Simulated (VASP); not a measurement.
These are PBE GGA, VASP's PBE PAW potentials (set 64) (plane waves; VASP 6.6.1) values and carry that method's errors.

Input for VASP

**INCAR**
```
ALGO  =  Normal
EDIFF  =  1E-6
EDIFFG  =  -0.02
ENCUT  =  500
GGA  =  PE
IBRION  =  2
ISIF  =  3
ISMEAR  =  1
LASPH  =  .TRUE.
LCHARG  =  .FALSE.
LMAXMIX  =  4
LREAL  =  .FALSE.
LWAVE  =  .FALSE.
NELM  =  100
NSW  =  40
PREC  =  Accurate
SIGMA  =  0.1
SYSTEM  =  FeAl
```

KPOINTS:
```
Automatic mesh
0
Gamma
13 13 13
0 0 0
```

**POSCAR**
```
FeAl
1
    2.8687667931    -0.0000000000    -0.0000000000
    0.0000000000     2.8687667931    -0.0000000000
    0.0000000000     0.0000000000     2.8687667931
Al Fe
1 1
Direct
  0.5000000000   0.5000000000   0.5000000000
  0.0000000000   0.0000000000   0.0000000000
```

POTCAR, in this order: Al Fe (PBE.64 set). Program: vasp_std.

What VASP printed:

File OSZICAR:
```
       N       E                     dE             d eps       ncg     rms          rms(c)
DAV:   1     0.314292443925E+02    0.31429E+02   -0.49404E+03  1520   0.119E+03
DAV:   2    -0.133375850610E+02   -0.44767E+02   -0.43289E+02  1512   0.178E+02
DAV:   3    -0.145616070438E+02   -0.12240E+01   -0.12027E+01  1807   0.396E+01
DAV:   4    -0.145857362726E+02   -0.24129E-01   -0.24108E-01  1906   0.507E+00
DAV:   5    -0.145862699941E+02   -0.53372E-03   -0.53370E-03  1819   0.689E-01    0.139E+01
DAV:   6    -0.166417135876E+02   -0.20554E+01   -0.76027E+01  1716   0.136E+02    0.182E+01
DAV:   7    -0.126547056464E+02    0.39870E+01   -0.37145E+01  1668   0.845E+01    0.252E+00
DAV:   8    -0.126256838965E+02    0.29022E-01   -0.21559E-01  1643   0.568E+00    0.147E+00
DAV:   9    -0.126112119793E+02    0.14472E-01   -0.43512E-02  1787   0.319E+00    0.354E-01
DAV:  10    -0.126108055562E+02    0.40642E-03   -0.97402E-04  1976   0.426E-01    0.156E-01
DAV:  11    -0.126107907585E+02    0.14798E-04   -0.19884E-05  1629   0.437E-02    0.888E-03
DAV:  12    -0.126107898018E+02    0.95672E-06   -0.63553E-06  1555   0.354E-02
   1 F= -.12610790E+02 E0= -.12610514E+02  d E =-.126108E+02
```

### OUTCAR
```
------------------------ aborting loop because EDIFF is reached ----------------------------------------
  FORCE on cell =-STRESS in cart. coord.  units (eV):
  Direction    XX          YY          ZZ          XY          YZ          ZX
  --------------------------------------------------------------------------------------
  Total        0.0113919      0.0113919      0.0113919      0.0000000     -0.0000000     -0.0000000
  in kB        0.7730706      0.7730706      0.7730706      0.0000000     -0.0000000     -0.0000000
  external PRESSURE =       0.7730706 kB  Pullay stress =       0.0000000 kB
  volume of cell :       23.61
      direct lattice vectors                 reciprocal lattice vectors
     2.868766793  0.000000000  0.000000000     0.348581837  0.000000000  0.000000000
     0.000000000  2.868766793  0.000000000     0.000000000  0.348581837  0.000000000
     0.000000000  0.000000000  2.868766793     0.000000000  0.000000000  0.348581837
 POSITION                                       TOTAL-FORCE (eV/Angst)
 -----------------------------------------------------------------------------------
      1.43438      1.43438      1.43438         0.000000      0.000000      0.000000
      0.00000      0.00000      0.00000         0.000000      0.000000      0.000000
 -----------------------------------------------------------------------------------
    total drift:                                0.000000      0.000000      0.000000
  FREE ENERGIE OF THE ION-ELECTRON SYSTEM (eV)
  ---------------------------------------------------
  free  energy   TOTEN  =       -12.6107898018 eV

  energy  without entropy=      -12.6099631131  energy(sigma->0) =      -12.61051424

 reached required accuracy - stopping structural energy minimisation
```
(Selected blocks of OUTCAR.)

The compound is FeAl in the CsCl type structure. It was relaxed first. The run is not spin-polarised, so no magnetic state was tried. The electron count is odd and the run is not spin-polarised, which forces a metal.
